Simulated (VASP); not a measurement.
Output of a VASP run:

File OSZICAR:
```
       N       E                     dE             d eps       ncg     rms          rms(c)
DAV:   1     0.175201873751E+03    0.17520E+03   -0.13292E+04   932   0.973E+02
DAV:   2    -0.662496237603E+01   -0.18183E+03   -0.17895E+03  1020   0.289E+02
DAV:   3    -0.157158528187E+02   -0.90909E+01   -0.90633E+01  1080   0.655E+01
DAV:   4    -0.158123506399E+02   -0.96498E-01   -0.96447E-01  1080   0.661E+00
DAV:   5    -0.158139151541E+02   -0.15645E-02   -0.15644E-02  1110   0.792E-01    0.119E+01
DAV:   6    -0.148355059334E+02    0.97841E+00   -0.23793E+00  1206   0.159E+01    0.919E+00
DAV:   7    -0.147961321286E+02    0.39374E-01   -0.72238E-01  1074   0.493E+00    0.355E+00
DAV:   8    -0.147822201891E+02    0.13912E-01   -0.12419E-01  1034   0.344E+00    0.486E-01
DAV:   9    -0.147804838998E+02    0.17363E-02   -0.20674E-02  1150   0.180E+00    0.133E-01
DAV:  10    -0.147802347593E+02    0.24914E-03   -0.13273E-03  1124   0.418E-01    0.754E-02
DAV:  11    -0.147802448207E+02   -0.10061E-04   -0.87698E-05  1098   0.625E-02    0.815E-02
DAV:  12    -0.147802447405E+02    0.80181E-07   -0.11815E-06   822   0.692E-03
   1 F= -.14780245E+02 E0= -.14780245E+02  d E =-.247213E-10
```

**OUTCAR**
```
------------------------ aborting loop because EDIFF is reached ----------------------------------------
  FORCE on cell =-STRESS in cart. coord.  units (eV):
  Direction    XX          YY          ZZ          XY          YZ          ZX
  --------------------------------------------------------------------------------------
  Total       -1.4668966     -1.4668965     -1.3650248     -0.0000000      0.0000000      0.0000000
  in kB      -23.5618578    -23.5618555    -21.9255524     -0.0000000      0.0000000      0.0000000
  external PRESSURE =     -23.0164219 kB  Pullay stress =       0.0000000 kB
  volume of cell :       99.75
      direct lattice vectors                 reciprocal lattice vectors
     2.070000000 -3.585345000  0.000000000     0.241545894 -0.139456593  0.000000000
     2.070000000  3.585345000  0.000000000     0.241545894  0.139456593  0.000000000
     0.000000000  0.000000000  6.720000000     0.000000000  0.000000000  0.148809524
  FREE ENERGIE OF THE ION-ELECTRON SYSTEM (eV)
  ---------------------------------------------------
  free  energy   TOTEN  =       -14.7802447405 eV

  energy  without entropy=      -14.7802447405  energy(sigma->0) =      -14.78024474
```
(Selected blocks of OUTCAR.)

POSCAR:
```
CdS
1
    2.0700000000    -3.5853450000     0.0000000000
    2.0700000000     3.5853450000     0.0000000000
    0.0000000000     0.0000000000     6.7200000000
Cd S
2 2
Direct
  0.6666670000   0.3333330000   0.5000000000
  0.3333330000   0.6666670000   0.0000000000
  0.6666670000   0.3333330000   0.8770000000
  0.3333330000   0.6666670000   0.3770000000
```

Reconstruct the remaining input files.

This is not unique; one that fits is the input of the run itself, LDA (Ceperley-Alder, Perdew-Zunger), plane waves, VASP's LDA PAW potentials (set 64).

File KPOINTS:
```
Automatic mesh
0
Gamma
6 6 4
0 0 0
```

### INCAR
```
ALGO  =  Normal
EDIFF  =  1E-6
ENCUT  =  300
ISIF  =  2
ISMEAR  =  -1
LASPH  =  .TRUE.
LCHARG  =  .FALSE.
LMAXMIX  =  4
LREAL  =  .FALSE.
LWAVE  =  .FALSE.
NELM  =  100
PREC  =  Accurate
SIGMA  =  0.02
SYSTEM  =  CdS
```

POTCAR, in this order: Cd S (LDA.64 set). Program: vasp_std.

At this cut-off the stress carries a Pulay error, which pulls relaxed volumes low.

The structure is a typed CdS crystal. The cell was not relaxed at this level.
